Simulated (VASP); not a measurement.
Input:

```xyz
64
Lattice="13.1201 0.0000 0.0000 0.0000 13.1201 0.0000 0.0000 0.0000 13.1201" Properties=species:S:1:pos:R:3 pbc="T T T"
Te     9.8400     3.2800     3.2800
Te     0.0000     6.5600     3.2800
Te     0.0000     3.2800     6.5600
Te     3.2800     3.2800     3.2800
Te     6.5600     6.5600     3.2800
Te     9.8400     9.8400     3.2800
Te     0.0000     0.0000     3.2800
Te     6.5600     3.2800     6.5600
Te     9.8400     6.5600     6.5600
Te     0.0000     9.8400     6.5600
Te     9.8400     3.2800     9.8400
Te     0.0000     6.5600     9.8400
Te     0.0000     3.2800     0.0000
Te     3.2800     9.8400     3.2800
Te     6.5600     0.0000     3.2800
Te     3.2800     6.5600     6.5600
Te     6.5600     9.8400     6.5600
Te     9.8400     0.0000     6.5600
Te     3.2800     3.2800     9.8400
Te     6.5600     6.5600     9.8400
Te     9.8400     9.8400     9.8400
Te     0.0000     0.0000     9.8400
Te     6.5600     3.2800     0.0000
Te     9.8400     6.5600     0.0000
Te     0.0000     9.8400     0.0000
Te     3.2800     0.0000     6.5600
Te     3.2800     9.8400     9.8400
Te     6.5600     0.0000     9.8400
Te     3.2800     6.5600     0.0000
Te     6.5600     9.8400     0.0000
Te     9.8400     0.0000     0.0000
Te     3.2800     0.0000     0.0000
Pb     6.5600     0.0000     0.0000
Pb     9.8400     3.2800     0.0000
Pb     9.8400     0.0000     3.2800
Pb     0.0000     0.0000     0.0000
Pb     3.2800     3.2800     0.0000
Pb     6.5600     6.5600     0.0000
Pb     9.8400     9.8400     0.0000
Pb     3.2800     0.0000     3.2800
Pb     6.5600     3.2800     3.2800
Pb     9.8400     6.5600     3.2800
Pb     6.5600     0.0000     6.5600
Pb     9.8400     3.2800     6.5600
Pb     9.8400     0.0000     9.8400
Pb     0.0000     6.5600     0.0000
Pb     3.2800     9.8400     0.0000
Pb     0.0000     3.2800     3.2800
Pb     3.2800     6.5600     3.2800
Pb     6.5600     9.8400     3.2800
Pb     0.0000     0.0000     6.5600
Pb     3.2800     3.2800     6.5600
Pb     6.5600     6.5600     6.5600
Pb     9.8400     9.8400     6.5600
Pb     3.2800     0.0000     9.8400
Pb     6.5600     3.2800     9.8400
Pb     9.8400     6.5600     9.8400
Pb     0.0000     9.8400     3.2800
Pb     0.0000     6.5600     6.5600
Pb     3.2800     9.8400     6.5600
Pb     0.0000     3.2800     9.8400
Pb     3.2800     6.5600     9.8400
Pb     6.5600     9.8400     9.8400
Pb     0.0000     9.8400     9.8400
```

The numbers are results of PBE GGA, VASP's PBE PAW potentials (set 64) (plane waves; VASP), not measurements. Numerical set-up: PREC = Normal, LREAL = Auto, EDIFF = 1E-5, 400 eV cut-off, 1×1×1 Γ-centred mesh, Gaussian smearing of 0.050 eV, potentials Te Pb.

The supercell is sampled at Γ alone, which is coarse: total energies, pressure and levels can be off, energies of defects by several tenths of an eV.

Question: Give the stress tensor in GPa (positive for a compressed cell).

Answer: 
```
1.55  0.00  0.00
0.00  1.55  0.00
0.00  0.00  1.55
```
The pressure is its mean diagonal, 1.55 GPa.

The cell is a supercell, built from PbTe (rock salt).
